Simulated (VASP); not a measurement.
Level of theory: PBE GGA, VASP's PBE PAW potentials (set 64) (plane waves; VASP 6.6.1).

VASP ran on this input.

**POSCAR**
```
GaN
1
    0.0000000000     2.1768242782     2.1768242782
    2.1768242782    -0.0000000000     2.1768242782
    2.1768242782     2.1768242782    -0.0000000000
Ga N
1 1
Direct
  0.0000000000   0.0000000000   0.0000000000
  0.2500000000   0.2500000000   0.2500000000
```

**INCAR**
```
SYSTEM  =  GaN
PREC  =  Accurate; ENCUT  =  620; LREAL  =  .FALSE.
LASPH  =  .TRUE.
EDIFF  =  1E-6; NELM  =  100; ALGO  =  Normal
LMAXMIX  =  4
ISMEAR  =  0; SIGMA  =  0.05
GGA  =  PE
IBRION  =  2; NSW  =  40; ISIF  =  3
EDIFFG  =  -0.02; PSTRESS  =  300
LWAVE  =  .FALSE.; LCHARG  =  .FALSE.
```

### KPOINTS
```
Automatic
0
G
  10 10 10
```

POTCAR, in this order: Ga_d N (PBE.64 set). Program: vasp_std.

The run wrote:

File OSZICAR:
```
       N       E                     dE             d eps       ncg     rms          rms(c)
DAV:   1     0.885200578104E+02    0.88520E+02   -0.10653E+04  1326   0.281E+03
DAV:   2    -0.703747776866E+01   -0.95558E+02   -0.89461E+02  1345   0.374E+02
DAV:   3    -0.139862107725E+02   -0.69487E+01   -0.69081E+01  1412   0.926E+01
DAV:   4    -0.140995858685E+02   -0.11338E+00   -0.11330E+00  1378   0.124E+01
DAV:   5    -0.141014401868E+02   -0.18543E-02   -0.18541E-02  1426   0.143E+00    0.812E+00
DAV:   6    -0.119041145663E+02    0.21973E+01   -0.58502E+00  1878   0.541E+01    0.268E+00
DAV:   7    -0.119217808434E+02   -0.17666E-01   -0.45329E-01  1232   0.799E+00    0.180E+00
DAV:   8    -0.119160387578E+02    0.57421E-02   -0.50228E-02  1387   0.489E+00    0.575E-01
DAV:   9    -0.119122205853E+02    0.38182E-02   -0.19340E-02  1840   0.415E+00    0.149E-01
DAV:  10    -0.119123131411E+02   -0.92556E-04   -0.13299E-03  1468   0.644E-01    0.222E-02
DAV:  11    -0.119123379979E+02   -0.24857E-04   -0.12286E-04  1446   0.144E-01    0.236E-02
DAV:  12    -0.119123408701E+02   -0.28722E-05   -0.10755E-05  1383   0.486E-02    0.492E-03
DAV:  13    -0.119123407705E+02    0.99585E-07   -0.76280E-07   831   0.119E-02
   1 F= -.80494646E+01 E0= -.80494646E+01  d E =-.804946E+01
```

**OUTCAR**
```
------------------------ aborting loop because EDIFF is reached ----------------------------------------
  FORCE on cell =-STRESS in cart. coord.  units (eV):
  Direction    XX          YY          ZZ          XY          YZ          ZX
  --------------------------------------------------------------------------------------
  Total        3.8421642      3.8421642      3.8421642     -0.0000000     -0.0000000     -0.0000000
  in kB      298.3914578    298.3914578    298.3914578     -0.0000000     -0.0000000     -0.0000000
  external PRESSURE =      -1.6085422 kB  Pullay stress =     300.0000000 kB
  volume of cell :       20.63
      direct lattice vectors                 reciprocal lattice vectors
     0.000000000  2.176824278  2.176824278    -0.229692403  0.229692403  0.229692403
     2.176824278  0.000000000  2.176824278     0.229692403 -0.229692403  0.229692403
     2.176824278  2.176824278  0.000000000     0.229692403  0.229692403 -0.229692403
  FREE ENERGIE OF THE ION-ELECTRON SYSTEM (eV)
  ---------------------------------------------------
  free  energy   TOTEN  =       -11.9123407705 eV

  energy  without entropy=      -11.9123407705  energy(sigma->0) =      -11.91234077
  enthalpy is  TOTEN    =        -8.0494646089 eV   P V=        3.8628761616

 reached required accuracy - stopping structural energy minimisation
```
(Selected blocks of OUTCAR.)

The compound is GaN in the zinc blende structure, a metastable form; wurtzite is the usual one. It was relaxed first under an external pressure of 30 GPa.
